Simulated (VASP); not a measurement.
The input files of a VASP run:

### INCAR
```
SYSTEM=ZrSe2
PREC=Accurate; ENCUT=480; LREAL=F
LASPH=T
EDIFF=1E-7; NELM=100; ALGO=Normal
LMAXMIX=4
ISMEAR=0; SIGMA=0.05
GGA=PS
ISIF=2
LWAVE=F; LCHARG=F
```

### KPOINTS
```
Automatic mesh
0
Gamma
6 6 4
0 0 0
```

**POSCAR**
```
ZrSe2
1
    1.8695412819    -3.2381407091    -0.0000000000
    1.8695412819     3.2381407091     0.0000000000
   -0.0000000000    -0.0000000000     6.1464844399
Zr Se
1 2
Direct
  0.0000000000   0.0000000000   0.0000000000
  0.3333330000   0.6666670000   0.2576312751
  0.6666670000   0.3333330000   0.7423687249
```

POTCAR, in this order: Zr_sv Se (PBE.64 set). Program: vasp_std.

### Question
Translate this PBEsol calculation to Quantum ESPRESSO's pw.x.

### Answer
One equivalent input (not run):
```
&CONTROL
  calculation = 'scf'
  pseudo_dir = './pseudo'
  outdir = './out'
  tprnfor = .true.
  tstress = .true.
/
&SYSTEM
  ibrav = 0
  nat = 3
  ntyp = 2
  ecutwfc = 86
  occupations = 'smearing'
  smearing = 'gaussian'
  degauss = 0.003675
  input_dft = 'pbesol'
/
&ELECTRONS
  conv_thr = 7.3e-09
  electron_maxstep = 100
/
ATOMIC_SPECIES
  Zr 91.224 Zr.upf
  Se 78.971 Se.upf
CELL_PARAMETERS angstrom
     1.8695413   -3.2381407   -0.0000000
     1.8695413    3.2381407    0.0000000
    -0.0000000   -0.0000000    6.1464844
ATOMIC_POSITIONS crystal
  Zr   0.0000000  0.0000000  0.0000000
  Se   0.3333330  0.6666670  0.2576313
  Se   0.6666670  0.3333330  0.7423687
K_POINTS automatic
  6 6 4 0 0 0
```
Limits of the translation: the potentials are each code's own (VASP's PAW set, PseudoDojo norm-conserving files in pw.x), so ENCUT and ecutwfc are chosen apart and not converted; conv_thr bounds pw.x's estimated SCF error, while EDIFF bounds the energy change between steps.

The compound is ZrSe2 in the 1T layered structure. It was relaxed first.
